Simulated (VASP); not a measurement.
BAs (zinc blende): the LDA mean ε∞ (DFPT) against the volume, with the cell scaled uniformly; LDA's own equilibrium is at 13.332 Å³/atom. VASP (PAW), 520 eV cut-off, 15×15×15 Γ-centred mesh, Gaussian smearing of 0.010 eV, potentials B As.  Fit the value as a straight line in ln V.

| V (Å³/atom) | LDA mean ε∞ (DFPT) |
|---|---|
| 11.732 | 9.27 |
| 12.132 | 9.35 |
| 12.532 | 9.44 |
| 12.932 | 9.54 |
| 13.332 | 9.65 |
| 13.732 | 9.77 |

**Question.** Fit the rows as the text says and predict the value at 14.132.

**Answer.** The slope against ln V is 3.17. The line misses the rows by up to 0.02 and gives 9.84 at 14.132. The run gave 9.90, +0.06 from the line, so the form doesn't hold that far.

Left out are failed runs and those whose mesh is unfit for this quantity.

The compound is BAs in the zinc blende structure.
